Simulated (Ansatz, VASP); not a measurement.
# MgP4H64C26S2O28F6 (Mg2+ triflate in trimethyl phosphate and diglyme at 440 K) in two plane-wave programs

One calculation is typed for both programs; each brings its own data sets. How far apart do they land? The cell is taken from a series of runs on this material, whose earlier steps may have relaxed, scaled, displaced or heated it; both programs get it as it stands.

Main program and level: Ansatz 0.2.0; plane waves, with VASP 6.6.1 beside it; single point at RPBE with D3(BJ).

## (1) Starting point

The cell holds 131 atoms: 26 C, 28 O, 64 H, 4 P, 2 S, 6 F and 1 Mg. Cell: a = 11.943 Å, b = 11.943 Å, c = 11.943 Å, α = 90.0°, β = 90.0°, γ = 90.0°. As first built, before any earlier steps moved the atoms (in the runner's words): 4 trimethyl phosphate, 2 diglyme, 1 Mg2+, 2 triflate placed at random, at 1.12 g/cm^3; overlaps pushed apart, then 10 ps at 550 K with divalent ions of Li, Roberts, Chakravorty and Merz (J. Chem. Theory Comput. 9, 2733 (2013)); MMFF94 bonds, angles, torsions, charges and radii (Halgren, J. Comput. Chem. 17, 490 (1996)) in harmonic and 12-6 forms; charges of ions scaled by 0.8. Snapshot after 30 ps at 440 K and fixed volume. The cell carries charge +1.

## (2) Ansatz: single point, RPBE with D3(BJ)

Ansatz runs on its default PAW (the set named soft_2) files.

With cell and atoms fixed, the geometry can't cause a difference; cores, projectors, grids and the points listed under the comparison can.

Contents of input.yaml:

```yaml
crystal:
  lattice:
    - [11.9432, 0.0, 0.0]
    - [0.0, 11.9432, 0.0]
    - [0.0, 0.0, 11.9432]
  atoms:
    - { symbol: C, position: [0.24552, 0.4111, 0.27001] }
    - { symbol: O, position: [0.19515, 0.40727, 0.16152] }
    - { symbol: C, position: [0.18618, 0.29623, 0.11895] }
    - { symbol: C, position: [0.13323, 0.30605, 0.00339] }
    - { symbol: O, position: [0.1254, 0.19467, 0.95901] }
    - { symbol: C, position: [0.0723, 0.18976, 0.85308] }
    - { symbol: C, position: [0.03058, 0.06855, 0.83427] }
    - { symbol: O, position: [0.97205, 0.06209, 0.73083] }
    - { symbol: C, position: [0.04435, 0.0474, 0.63574] }
    - { symbol: H, position: [0.25169, 0.49936, 0.29408] }
    - { symbol: H, position: [0.32948, 0.37244, 0.26816] }
    - { symbol: H, position: [0.19399, 0.36449, 0.33107] }
    - { symbol: H, position: [0.26974, 0.257, 0.11274] }
    - { symbol: H, position: [0.1342, 0.24392, 0.17487] }
    - { symbol: H, position: [0.04903, 0.34376, 0.0094] }
    - { symbol: H, position: [0.18573, 0.35775, 0.94773] }
    - { symbol: H, position: [0.13336, 0.21054, 0.78688] }
    - { symbol: H, position: [0.002, 0.24957, 0.84855] }
    - { symbol: H, position: [0.10189, 0.01008, 0.83657] }
    - { symbol: H, position: [0.97047, 0.04637, 0.90027] }
    - { symbol: H, position: [0.08932, 0.96695, 0.64159] }
    - { symbol: H, position: [0.10656, 0.11541, 0.63057] }
    - { symbol: H, position: [0.99083, 0.04828, 0.56129] }
    - { symbol: C, position: [0.57349, 0.75555, 0.23297] }
    - { symbol: O, position: [0.56656, 0.66636, 0.15157] }
    - { symbol: C, position: [0.54712, 0.55955, 0.20456] }
    - { symbol: C, position: [0.51988, 0.4769, 0.11286] }
    - { symbol: O, position: [0.6094, 0.48274, 0.03108] }
    - { symbol: C, position: [0.59858, 0.39933, 0.94373] }
    - { symbol: C, position: [0.65066, 0.2893, 0.98313] }
[... 95 atom lines left out ...]
    - { symbol: O, position: [0.81428, 0.62527, 0.12529] }
    - { symbol: C, position: [0.98285, 0.75782, 0.0593] }
    - { symbol: F, position: [0.98348, 0.71661, 0.95382] }
    - { symbol: F, position: [0.05758, 0.7004, 0.12122] }
    - { symbol: F, position: [0.01394, 0.86686, 0.05504] }
    - { symbol: Mg, position: [0.67334, 0.64678, 0.00961] }
total_charge: 1
kpoints:
  mp_grid: { grid: [1, 1, 1] }
hamiltonian:
  xc: rpbe
  dispersion: d3bj
scf:
  occupations: { method: fermi_dirac, width: 0.01 }
  lower_state_search: "off"
output:
  forces: true
  stress: true
  populations: true
  dos:
    method: { smearing: { sigma: 0.15 } }
    de: 0.1
    projected: { site_lists: { C: [C], F: [F], H: [H], Mg: [Mg], O: [O] } }
  eigenvalues: true
  write_density: true
  write_potential: true
  volumetric_format: npy
magnetization:
  spin_polarized: true
  initial_magnetization: 1
```

Launch:

```
ansatz run input.yaml --threads 4 --pin off --max-ram 8192MiB --backend cpu --events-out ev --progress --plain --runs-dir out
```

Numbers of over 12 decimals in the logs are rounded to 6 here.

The log of the run:

```text
Engine: ansatz 0.2.0, aarch64-unknown-linux-gnu
Pseudopotentials: kind: paw
Pseudopotential: C, paw, valence charge 4, recommended cutoff 420 eV (normal), C.paw.azcp
Pseudopotential: O, paw, valence charge 6, recommended cutoff 420 eV (normal), O.paw.azcp
Pseudopotential: H, paw, valence charge 1, recommended cutoff 420 eV (normal), H.paw.azcp
Pseudopotential: P, paw, valence charge 5, recommended cutoff 420 eV (normal), P.paw.azcp
Pseudopotential: S, paw, valence charge 6, recommended cutoff 420 eV (normal), S.paw.azcp
Pseudopotential: F, paw, valence charge 7, recommended cutoff 420 eV (normal), F.paw.azcp
Pseudopotential: Mg, paw, valence charge 10, recommended cutoff 420 eV (normal), Mg.paw.azcp
Functional definition: RPBE
  parameter kappa = 0.804
  parameter beta = 0.066725
  exchange = rpbe_x(kappa = kappa, mu = beta*pi^2/3)
  correlation = pbe_c(beta = beta)
Crystal: 131 atoms, lattice volume = 1703.578 Å³
Basis set: ecut = 420 eV, 33371 PW (Γ), exchange–correlation on 160×160×160 points (8 copies of the dense FFT grid, shifted against one another)
Bands: 341, of which v1, the nominal top of the filled ones, is band 210 counted from 1 (209 counted from 0)
Symmetry: 1 space group operations
Space group: P1 (ITA 1), of the structure as read, at distance tolerance 1.2e-4 Å
Magnetic group: BNS 1.1 (UNI 1), of the structure as read, at distance tolerance 1.2e-4 Å
k-points: 1
Non-local potential: C, projectors of the file, l = 0: 2, l = 1: 2, l = 2: 1
Non-local potential: O, projectors of the file, l = 0: 2, l = 1: 2, l = 2: 1
Non-local potential: H, projectors of the file, l = 0: 2, l = 1: 1
Non-local potential: P, projectors of the file, l = 0: 2, l = 1: 2, l = 2: 2
Non-local potential: S, projectors of the file, l = 0: 2, l = 1: 2, l = 2: 2
Non-local potential: F, projectors of the file, l = 0: 2, l = 1: 2, l = 2: 1
Non-local potential: Mg, projectors of the file, l = 0: 3, l = 1: 2, l = 2: 1
PAW form: soft (Blöchl's): semilocal exchange-correlation on the pseudo side does not see the compensation charge
PAW frozen core: C, regenerated for the run's functional, and the local potential with it (the file was generated under x = pbe(κ = 0.804, μ = 0.219515), c = pbe(β = 0.066725))
PAW frozen core: O, regenerated for the run's functional, and the local potential with it (the file was generated under x = pbe(κ = 0.804, μ = 0.219515), c = pbe(β = 0.066725))
PAW frozen core: P, regenerated for the run's functional, and the local potential with it (the file was generated under x = pbe(κ = 0.804, μ = 0.219515), c = pbe(β = 0.066725))
PAW frozen core: S, regenerated for the run's functional, and the local potential with it (the file was generated under x = pbe(κ = 0.804, μ = 0.219515), c = pbe(β = 0.066725))
PAW frozen core: F, regenerated for the run's functional, and the local potential with it (the file was generated under x = pbe(κ = 0.804, μ = 0.219515), c = pbe(β = 0.066725))
PAW frozen core: Mg, regenerated for the run's functional, and the local potential with it (the file was generated under x = pbe(κ = 0.804, μ = 0.219515), c = pbe(β = 0.066725))
PAW one-centre angular grid: C, 110 points (default); XC on 64 Gauss nodes
PAW one-centre angular grid: O, 110 points (default); XC on 64 Gauss nodes
PAW one-centre angular grid: H, 110 points (default); XC on 64 Gauss nodes
PAW one-centre angular grid: P, 110 points (default); XC on 64 Gauss nodes
PAW one-centre angular grid: S, 110 points (default); XC on 64 Gauss nodes
PAW one-centre angular grid: F, 110 points (default); XC on 64 Gauss nodes
PAW one-centre angular grid: Mg, 110 points (default); XC on 64 Gauss nodes
Starting moments: Σ|m| = 1 μB on 131 of 131 sites
Initial wavefunctions: pseudopotential atomic-orbital guess
Functional: x = rpbe, c = pbe(β = 0.066725)
SCF iter   1: F=—  HF=-35254.612340 eV  |F-HF|=—  |Δ(HF+E_count)|=         —  Δρ=5.98e-2 (↑5.70e-2 ↓5.98e-2)  dr2=2.38e2  dr2_m=3.90e-1  M=1.000 μB ∫|m|=1.068 μB  β_m=1.00  ethr=3.10e-3  ⟨swp⟩=6.0  Hψ=3218  notcnv=0  defer=162
preconditioner: auto → none  [metal: Δε(μ)=0.012 eV  Ē_g=14.366 eV  σ=0.010 eV  W_gap=0.30  n_scr=256 (ndim 8)  ℏωp=16.6 eV  f_vac=0.216  D(μ)=45.44/eV (n_scr^D=304)  sad-step TF]
SCF iter   2: F=—  HF=-35216.810597 eV  |F-HF|=—  |Δ(HF+E_count)|=         —  Δρ=4.03e-2 (↑3.83e-2 ↓4.03e-2)  dr2=1.20e2  dr2_m=6.28e-1  M=1.000 μB ∫|m|=1.122 μB  β_m=0.30  ethr=3.10e-3  ⟨swp⟩=3.0  Hψ=1238  notcnv=0  defer=244
Mixer restart at iter 2: flushing history
preconditioner: auto → Resta (q_TF=auto, 2.160 Å⁻¹)  ε∞=2.3  [insulator: Δε(μ)=0.102 eV  Ē_g=14.349 eV  σ=0.010 eV  W_gap=0.99  n_scr=256 (ndim 8)  ℏωp=16.7 eV  f_vac=0.208  D(μ)=1.32/eV (n_scr^D=0)  ε∞_Penn≈2.3]
[...]
k-point 0 ↓: bands = [... 206 lower, -1.7731, -1.7397, -1.6844, -1.6664, 3.6161, 4.0390, 4.1560, 4.2803, ... 127 higher]
--- Löwdin populations: 131 sites ---
  site symbol       q [e]    m [muB]
     0      C      4.2125    -0.0003
     1      O      6.2627     0.1352
     2      C      4.0345    -0.0010
     3      C      4.0348     0.0018
     4      O      6.2477     0.1809
     5      C      4.0340     0.0286
     6      C      4.0361     0.0073
     7      O      6.2564     0.1613
     8      C      4.2129     0.0039
     9      H      0.7629    -0.0000
    10      H      0.8218     0.0091
    11      H      0.8138     0.0110
    12      H      0.8146     0.0051
    13      H      0.8167     0.0045
    14      H      0.8200     0.0075
    15      H      0.7851     0.0082
    16      H      0.8027     0.0220
    17      H      0.8222     0.0029
    18      H      0.8072     0.0018
    19      H      0.7813     0.0072
    20      H      0.7938     0.0117
    21      H      0.7978     0.0127
    22      H      0.7711    -0.0001
    23      C      4.2206     0.0006
[...]
123      S      3.7554    -0.0000
   124      O      6.7239     0.0001
   125      O      6.8129     0.0000
   126      C      3.3161     0.0000
   127      F      7.2207     0.0000
   128      F      7.2076     0.0000
   129      F      7.2226     0.0001
   130     Mg      8.3683    -0.0001
  spilling = 0.016316 (of n_electrons = 419.000000)
```

## (3) VASP: single point, RPBE with D3(BJ)

The same cell, functional, mesh and smearing now go to VASP, with its own data sets.

Lines of VASP's logs that name or quote its potential files are left out, and so is its time.

Contents of INCAR:

```
SYSTEM = MgP4H64C26S2O28F6
PREC = Accurate
ENCUT = 600
EDIFF = 1E-06
NELM = 200
ISMEAR = -1
SIGMA = 0.01
LREAL = Auto
ALGO = Normal
GGA = RP
IVDW = 12
NELECT = 411
NBANDS = 297
ISPIN = 2
MAGMOM = 0 0 0 0.01 0 0 0 0 0 0 0 0 0 0 0 -0 0 0 0 0 0 0 0 0 -0 0 0.09 0.11 0.1 0 0 0.09 0 0.01 0 0 0 0.01 0 0 0 0 0 0 0 0 0 0 0.03 0.02 0.03 0 0 0 -0 0.01 0.01 0 0 0 0.01 0.01 0 0 0 0.01 0.01 -0 0 0 0 0 0 0 0 0 0 0.01 0.01 0.01 -0 0.01 0 0 0 0 0 0 0 0 0 0 0 0 0 0 0 0 0 0 0 0 0 0 0 0 0 0 -0 0 0 0 0 0 0 0 0 0 0 -0 0 0 -0 0 -0 -0 -0 0 0 0 0
LORBIT = 11
LWAVE = .FALSE.
LCHARG = .FALSE.
ISIF = 2
LASPH = .TRUE.
GGA_COMPAT = .FALSE.
```

Contents of POSCAR:

```
MgP4H64C26S2O28F6
1.0
   11.9432000000      0.0000000000      0.0000000000
    0.0000000000     11.9432000000      0.0000000000
    0.0000000000      0.0000000000     11.9432000000
C O H P S F Mg
26 28 64 4 2 6 1
Direct
    0.2455200000      0.4111000000      0.2700100000
    0.1861800000      0.2962300000      0.1189500000
    0.1332300000      0.3060500000      0.0033900000
    0.0723000000      0.1897600000      0.8530800000
    0.0305800000      0.0685500000      0.8342700000
    0.0443500000      0.0474000000      0.6357400000
    0.5734900000      0.7555500000      0.2329700000
    0.5471200000      0.5595500000      0.2045600000
    0.5198800000      0.4769000000      0.1128600000
    0.5985800000      0.3993300000      0.9437300000
    0.6506600000      0.2893000000      0.9831300000
    0.6738500000      0.1001800000      0.9257500000
    0.3741700000      0.1252200000      0.7778200000
    0.4723200000      0.2864700000      0.5383300000
    0.2467200000      0.4835000000      0.5875400000
    0.0490400000      0.7325100000      0.4489300000
    0.2777900000      0.8818400000      0.1946200000
    0.3992800000      0.8471800000      0.5464200000
    0.7826100000      0.8199100000      0.7490900000
    0.6599500000      0.5811400000      0.5735000000
    0.9839900000      0.5145200000      0.7524300000
    0.9019700000      0.4081800000      0.2615500000
    0.8009200000      0.0816100000      0.2565100000
    0.7990500000      0.2590900000      0.5741000000
    0.3424600000      0.7528300000      0.8848500000
    0.9828500000      0.7578200000      0.0593000000
    0.1951500000      0.4072700000      0.1615200000
    0.1254000000      0.1946700000      0.9590100000
    0.9720500000      0.0620900000      0.7308300000
    0.5665600000      0.6663600000      0.1515700000
[... 95 atom lines left out ...]
    0.3171600000      0.6874600000      0.9735100000
    0.3343600000      0.6905700000      0.7905600000
    0.9834800000      0.7166100000      0.9538200000
    0.0575800000      0.7004000000      0.1212200000
    0.0139400000      0.8668600000      0.0550400000
    0.6733400000      0.6467800000      0.0096100000
```

Contents of KPOINTS:

```
Automatic mesh
0
Gamma
1 1 1
0 0 0
```

The projector-augmented-wave data sets are C, O, H, P, S, F and Mg (PBE family, release 64).

Launch:

```
export OMP_NUM_THREADS=3
mpirun -np 1 vasp_gam
```

The log of the run:

```text
[banner, memory and clock lines left out]
running    1 mpi-ranks, on    1 nodes
[...]
Offloading initialized ...    1 GPUs detected
[...]
|                                                                             |
|               ----> ADVICE to this user running VASP <----                  |
|                                                                             |
|     You enforced a specific xc type in the INCAR file but a different       |
|     [... a line on the potential file left out ...]
|     I HOPE YOU KNOW WHAT YOU ARE DOING!                                     |
|                                                                             |

 LDA part: xc-table for (Slater+PW92), standard interpolation
 POSCAR, INCAR and KPOINTS ok, starting setup
[...]
entering main loop
       N       E                     dE             d eps       ncg     rms          rms(c)
DAV:   1     0.375451761365E+04    0.37545E+04   -0.23230E+05  1212   0.142E+03
DAV:   2    -0.327942370465E+03   -0.40825E+04   -0.38891E+04  1494   0.321E+02
DAV:   3    -0.756398459179E+03   -0.42846E+03   -0.42492E+03  1440   0.110E+02
DAV:   4    -0.766698350506E+03   -0.10300E+02   -0.10246E+02  1520   0.185E+01
DAV:   5    -0.766965576039E+03   -0.26723E+00   -0.26663E+00  1528   0.279E+00BRMIX: very serious problems
 the old and the new charge density differ
 old charge density:   412.00000 new  411.00000
    0.814E+01
DAV:   6    -0.713282953507E+03    0.53683E+02   -0.14898E+02  1464   0.207E+01    0.465E+01
DAV:   7    -0.707673783781E+03    0.56092E+01   -0.36768E+01  1544   0.997E+00    0.141E+01
DAV:   8    -0.707125587776E+03    0.54820E+00   -0.32641E+01  1792   0.677E+00    0.947E+00
DAV:   9    -0.706610054054E+03    0.51553E+00   -0.15721E+01  1768   0.415E+00    0.705E+00
[...]
DAV:  83    -0.705714282774E+03    0.38032E-04   -0.10065E-04  1504   0.106E-02    0.513E-02
DAV:  84    -0.705714273141E+03    0.96335E-05   -0.11695E-05  1312   0.515E-03    0.537E-02
DAV:  85    -0.705714272427E+03    0.71425E-06   -0.34361E-07   976   0.133E-03
   1 F= -.72486422E+03 E0= -.72485708E+03  d E =-.142758E-01  mag=     0.8035
```

OUTCAR, selected parts (step 3):

```text
 magnetization (x)
# of ion       s       p       d       tot
------------------------------------------
    1       -0.001   0.001   0.000   0.001
    2       -0.001   0.000   0.000  -0.000
    3       -0.001   0.003   0.000   0.003
    4        0.001   0.022   0.000   0.023
    5       -0.000   0.008   0.000   0.008
    6       -0.001   0.005   0.000   0.004
[...]
129       -0.000   0.000   0.000   0.000
  130        0.000   0.000   0.000   0.000
  131       -0.000  -0.000  -0.000  -0.000
--------------------------------------------------
tot          0.132   0.507  -0.000   0.639
```

The run ends at a pressure of -0.93 GPa, with forces up to 0.44 eV/Å.

## (4) Differences

Known differences besides the potentials themselves: VASP starts from the moments at which Ansatz ended; the cutoff is 420 eV in Ansatz and 600 eV in VASP (PREC = Accurate, projectors in real space); Ansatz makes its cores anew for this functional, VASP keeps those of its PBE data sets; site moments are counted in spheres of each program's own size. Total energies have different zeros and are not compared.

Compared:

| quantity | Ansatz | VASP | difference |
| --- | --- | --- | --- |
| total moment (μB) | 1.00 | 0.80 | +0.20 |
| moment on O28 (μB) | 0.12 | 0.14 | -0.03 |
| moment on O29 (μB) | 0.10 | 0.13 | -0.02 |
| moment on O32 (μB) | 0.10 | 0.12 | -0.02 |
| moment on O27 (μB) | 0.09 | 0.11 | -0.02 |

Forces on 7 of the 131 atoms, those with the largest forces and the largest differences (eV/Å; atoms numbered as in POSCAR):

| atom | Ansatz x, y, z | VASP x, y, z |
| --- | --- | --- |
| C25 | 0.003, 0.000, 0.002 | 0.405, 0.170, 0.037 |
| C26 | -0.002, -0.004, -0.001 | -0.381, -0.029, 0.157 |
| F126 | 0.001, -0.001, 0.002 | -0.088, -0.231, 0.318 |
| F127 | -0.002, -0.002, -0.001 | -0.032, -0.219, -0.335 |
| F128 | -0.001, 0.001, 0.002 | -0.005, -0.142, -0.360 |
| F129 | -0.001, 0.001, 0.001 | 0.262, -0.206, 0.225 |
| F130 | 0.001, 0.003, 0.001 | 0.101, 0.378, -0.012 |

The forces differ by 84 meV/Å r.m.s., where the r.m.s. force is 0.007 eV/Å in Ansatz and 0.084 eV/Å in VASP: the atoms lie near their places of rest in Ansatz, so a percentage would say little (all taken over all components). VASP's last cycles still show a density residual of 5e-03, so its state may not be settled. The cell carries a charge of +1 e against a uniform background, so its pressure also hangs on how the neutralising background is counted, and in a defect's cell a gap may be the spacing between its levels.

## (5) Summary of results

```yaml
r_m_s_force_difference_single_point_rpbe_with_d3_bj: 84 meV/Å
```

What this shows: The r.m.s. force difference is 84 meV/Å (single point, RPBE with D3(BJ)), beyond the 12 meV/Å picked in this series as the mark of a large difference. The data sets hold unlike numbers of valence electrons (419 in Ansatz and 411 in VASP), so part of the differences comes from the potentials. What causes the difference of the single point, RPBE with D3(BJ) pair stays open here. Such differences can come from data sets, numerical settings and the points named under the comparisons, not from the functional's error against experiment.

[Lines on the potential files, build, host, timing and source positions are cut from VASP's logs without a mark.]

[Logs are printed without paths, hosts, clocks, repeated set-up lines and the standing remarks that a program may print on its own settings, such as how far it seeks lower states.]

[Hosts, paths, dates, database ids (printed as entryN), source tags and the programs' standing remarks are cut or masked in the printed files.]

[The MMFF94 radii named for the starting cell were scaled by 0.96; in molecules described by MMFF94, hydrogen bound to N, O or S took a small fixed 12-6 site in their place.]
